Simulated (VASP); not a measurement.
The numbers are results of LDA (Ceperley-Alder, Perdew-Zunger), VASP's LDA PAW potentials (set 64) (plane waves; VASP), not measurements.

VASP input:

POSCAR:
```
Na
1.0
 -2.0137254733   2.0137254733   2.0137254733
  2.0137254733  -2.0137254733   2.0137254733
  2.0137254733   2.0137254733  -2.0137254733
Na
1
Cart
 -2.0137254733   2.0137254733   2.0137254733
```

INCAR:
```
SYSTEM = Na
PREC = Accurate
ENCUT = 400
EDIFF = 1E-8
NELM = 100
ALGO = Normal
LREAL = .FALSE.
LASPH = .TRUE.
ISMEAR = 1
SIGMA = 0.1
LWAVE = .FALSE.
LCHARG = .FALSE.
IBRION = 1
ISIF = 2
NSW = 30
EDIFFG = -0.001
```

File KPOINTS:
```
Automatic mesh
0
Gamma
12 12 12
0 0 0
```

POTCAR, in this order: Na_pv (LDA.64 set). Program: vasp_std.

**Question.** What will the output report for the number of irreducible k-points (NKPTS), largest plane-wave count, number of space-group operations, FFT grid (NGX, NGY, NGZ)?

**Answer.** 
* **number of irreducible k-points (NKPTS)**: 72
* **largest plane-wave count**: 610
* **number of space-group operations**: 48
* **FFT grid (NGX, NGY, NGZ)**: 24 × 24 × 24

The compound is Na in the bcc structure. It was relaxed first, which changed the volume by -15 %. The start is the result of an earlier pass.
